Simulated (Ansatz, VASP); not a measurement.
One calculation of LuGe3O, two programs

File INCAR:

```
  ALGO = Normal
  EDIFF = 1E-6
  ENCUT = 520
  GGA = PE
  ISIF = 2
  ISMEAR = 0
  LASPH = True
  LCHARG = False
  LREAL = False
  LWAVE = False
  NBANDS = 44
  NELM = 100
  PREC = Accurate
  SIGMA = 0.1
```

Contents of KPOINTS:

```
k-points
0
Gamma
  4 4 4
```

File POSCAR:

```
LuGe3O
1.0
    3.8139084400      0.0000000000      0.0000000000
    0.0000000000      3.8139084400      0.0000000000
    0.0000000000      0.0000000000      6.5307976800
Lu Ge O
1 3 1
Direct
    0.0000000000      0.0000000000      0.0000000000
    0.5000000000      0.5000000000      0.3206239200
    0.5000000000      0.5000000000      0.6793760800
    0.0000000000      0.0000000000      0.5000000000
    0.5000000000      0.5000000000      0.0000000000
```

Input for Ansatz:

```yaml
crystal:
  lattice:
    - [3.81390844, 0.0, 0.0]
    - [0.0, 3.81390844, 0.0]
    - [0.0, 0.0, 6.53079768]
  atoms:
    - { symbol: Lu, position: [0.0, 0.0, 0.0] }
    - { symbol: Ge, position: [0.5, 0.5, 0.32062392] }
    - { symbol: Ge, position: [0.5, 0.5, 0.67937608] }
    - { symbol: Ge, position: [0.0, 0.0, 0.5] }
    - { symbol: O, position: [0.5, 0.5, 0.0] }
basis:
  ecutwfc: 420
kpoints:
  mp_grid: { grid: [4, 4, 4] }
hamiltonian:
  xc: pbe
scf:
  occupations: { method: gaussian, width: 0.1 }
  lower_state_search: "off"
output:
  forces: true
  stress: true
  eigenvalues: true
```

Alike in both runs: task single point; functional PBE; k mesh 4 × 4 × 4; occupations gaussian, width 0.1 eV; no spin polarisation.

|  | VASP | Ansatz |
| --- | --- | --- |
| version | VASP 6.6.1 | Ansatz 0.2.0 |
| potentials or method | VASP PAW PBE potentials, release 64 (Lu, Ge_d, O) | scalar-relativistic, plane waves, PAW |
| plane-wave cutoff (eV) | 520 | 420 |
| valence electrons in the cell | 73 | 73 |

|  | VASP | Ansatz | Ansatz less VASP |
| --- | --- | --- | --- |
| gap on the k mesh at the Fermi level (eV) | none | none | - |
| pressure (GPa) | -1.8 | -1.9 | -0.11 |
| largest component of the traceless stress (GPa) | 12.11 | 12.04 | -0.062 |
| rms of the force components (eV/Å) | 0.555 | 0.565 | +0.0095 |

Atom by atom the forces differ by 0.009 eV/Å (rms over components). A gap of «none» marks a metal or a gap that the smearing closes. The functional is the same, so the differences come from potentials, cutoffs and numerics.

Caveats: the k mesh is coarse (spacing up to 0.41 Å⁻¹), so the values aren't converged; an odd number of electrons without spin polarisation forces a metal; a magnetic or distorted state may lie lower. The runs have no spin-orbit coupling, so splittings on Lu are missing.
